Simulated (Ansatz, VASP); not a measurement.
# CSe2: VASP beside Ansatz

INCAR

```
SYSTEM = CSe2
PREC = Accurate
ENCUT = 520
EDIFF = 1E-7
ISMEAR = -1
SIGMA = 0.05
LREAL = .FALSE.
LASPH = .TRUE.
NELM = 100
ALGO = Normal
ISIF = 2
LWAVE = .FALSE.
LCHARG = .FALSE.
GGA = PE
NBANDS = 25
```

KPOINTS

```
Automatic mesh
0
G
  6 6 3
  0 0 0
```

Contents of POSCAR:

```
CSe2
1.0
    3.5697670000     -2.9947800000      0.0000000000
    3.5697670000      2.9947800000      0.0000000000
    0.0000000000      0.0000000000      9.4626520000
Se C
4 2
Direct
    0.2124220000      0.7875780000      0.8793850000
    0.7875780000      0.2124220000      0.1206150000
    0.2875780000      0.7124220000      0.3793850000
    0.7124220000      0.2875780000      0.6206150000
    0.0000000000      0.0000000000      0.0000000000
    0.5000000000      0.5000000000      0.5000000000
```

Contents of input.yaml:

```yaml
crystal:
  lattice:
    - [3.569767, -2.99478, 0.0]
    - [3.569767, 2.99478, 0.0]
    - [0.0, 0.0, 9.462652]
  atoms:
    - { symbol: Se, position: [0.212422, 0.787578, 0.879385] }
    - { symbol: Se, position: [0.787578, 0.212422, 0.120615] }
    - { symbol: Se, position: [0.287578, 0.712422, 0.379385] }
    - { symbol: Se, position: [0.712422, 0.287578, 0.620615] }
    - { symbol: C, position: [0.0, 0.0, 0.0] }
    - { symbol: C, position: [0.5, 0.5, 0.5] }
hamiltonian:
  xc: pbe
  pseudopotentials: { kind: paw }
kpoints:
  mp_grid: { grid: [6, 6, 3] }
scf:
  occupations: { method: fermi_dirac, width: 0.05 }
output:
  forces: true
  stress: true
  eigenvalues: true
```

The cell comes from a database or a generator and needn't be the stable form of this composition.

Alike in both runs: task single point; functional PBE; k mesh 6 × 6 × 3; occupations fermi-dirac, width 0.05 eV; no spin polarisation.

```csv
,VASP,Ansatz
version,VASP 6.6.1,Ansatz 0.2.0
potentials or method,"VASP PAW PBE potentials, release 64 (Se, C)",Ansatz PAW
plane-wave cutoff (eV),520,420
valence electrons in the cell,32,72
```

```tsv
	VASP	Ansatz	Ansatz less VASP
gap on the k mesh at the Fermi level (eV)	2.35	2.35	-0.005
least direct gap on the mesh (eV)	2.46	2.45	-0.005
pressure (GPa)	0.2	0.0	-0.21
largest component of the traceless stress (GPa)	0.12	0.34	+0.215
rms of the force components (eV/Å)	0.025	0.081	+0.0558
```

Atom by atom the forces differ by 0.056 eV/Å (rms over components). With one functional, cell and mesh, what is left measures potentials, basis and numerics. The two sets of potentials don't hold the same shells in valence.

Caveats: an odd mesh through Γ misses points on the zone boundary, where band edges often lie (VASP); odd divisions of the mesh miss points on the zone boundary, where band edges often lie, so the gap on the mesh can be too wide (Ansatz).
